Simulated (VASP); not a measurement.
Energy against volume of CdSe (zinc blende). All values below come from PW91 GGA, VASP's PBE PAW potentials (set 64) (plane waves; VASP). Run with 520 eV cut-off, 7×7×7 Γ-centred mesh, Gaussian smearing of 0.050 eV, potentials Cd Se.

| V (Å³/atom) | E (eV/atom) |
|---|---|
| 28.929 | -2.77031 |
| 29.824 | -2.77450 |
| 30.718 | -2.77106 |
| 31.613 | -2.76119 |

Q: Fit these four points and predict the energy of the run at 28.034 Å³/atom.

A: A cubic in V^(−2/3), the third-order Birch-Murnaghan form, passes through the four points with V0 = 29.84 Å³/atom and B0 = 45 GPa, and gives -2.7570 eV/atom there. The run gave -2.7570 eV/atom, +0.0 meV/atom from the fit; all five points give B0 = 45 GPa.

The compound is CdSe in the zinc blende structure, whereas wurtzite is the usual form. It was relaxed first, which changed the volume by +8 %.
